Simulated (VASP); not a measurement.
Computed with PBEsol GGA, VASP's PBE PAW potentials (set 64) (plane waves; VASP).

A VASP calculation is set up with these files.

### POSCAR
```
SmMnO3
1
    3.7878253048     0.0000000000     0.0000000000
    0.0000000000     3.7878253048    -0.0000000000
    0.0000000000    -0.0000000000     3.8357483009
Mn Sm O
1 1 3
Direct
  0.5000000000   0.5000000000   0.4201641646
  0.0000000000   0.0000000000   0.9772403788
  0.5000000000   0.5000000000   0.9153990620
  0.5000000000   0.0000000000   0.3965981973
  0.0000000000   0.5000000000   0.3965981973
```

**KPOINTS**
```
Automatic mesh
0
Gamma
7 7 7
0 0 0
```

**INCAR**
```
ALGO = Normal
EDIFF = 1E-6
EDIFFG = -0.02
ENCUT = 520
GGA = PS
IBRION = 2
ISIF = 3
ISMEAR = 1
ISPIN = 2
LASPH = .TRUE.
LCHARG = .FALSE.
LMAXMIX = 6
LORBIT = 10
LREAL = .FALSE.
LWAVE = .FALSE.
MAGMOM = 4.0 0 0.0 0.0 0.0
NELM = 100
NSW = 60
PREC = Accurate
SIGMA = 0.1
SYSTEM = SmMnO3
```

POTCAR, in this order: Mn_pv Sm_3 O (PBE.64 set). Program: vasp_std.

The 4f electrons are frozen in the core of the lanthanide potential, so 4f levels, which can set the real gap, and their magnetism are missing. The moments were started parallel, and other spin orders were not tried in this run.

**Question.** Estimate the energy per atom (σ→0), cell moment, volume per atom, band gap (on the k-mesh).

**Answer.** 
* **energy per atom (σ→0)**: -8.634 eV/atom
* **cell moment**: 3.23 μB
* **band gap (on the k-mesh)**: none (metal, semimetal or under 0.01 eV)
* **volume per atom**: 10.87 Å³/atom

### OSZICAR
```
...
       N       E                     dE             d eps       ncg     rms          rms(c)
DAV:   1    -0.431685807261E+02    0.74455E-03   -0.28446E-01  4358   0.460E+00    0.167E-01
DAV:   2    -0.431695926830E+02   -0.10120E-02   -0.12951E-02  4544   0.919E-01    0.732E-02
DAV:   3    -0.431695507689E+02    0.41914E-04   -0.27614E-04  5656   0.164E-01    0.439E-02
DAV:   4    -0.431695321424E+02    0.18626E-04   -0.69223E-05  4969   0.939E-02    0.315E-02
DAV:   5    -0.431695316478E+02    0.49466E-06   -0.10197E-05  5221   0.311E-02    0.813E-03
DAV:   6    -0.431695318734E+02   -0.22568E-06   -0.12846E-06  2890   0.114E-02
   9 F= -.43169532E+02 E0= -.43169913E+02  d E =-.120825E-02  mag=     3.2337
```

The structure was generated: SmMnO3 was put into the tetragonal-perovskite type (P4mm), which need not be its known phase. This run relaxes it. Symmetry was kept, so distortions that lower it aren't found. The start is the result of an earlier pass.
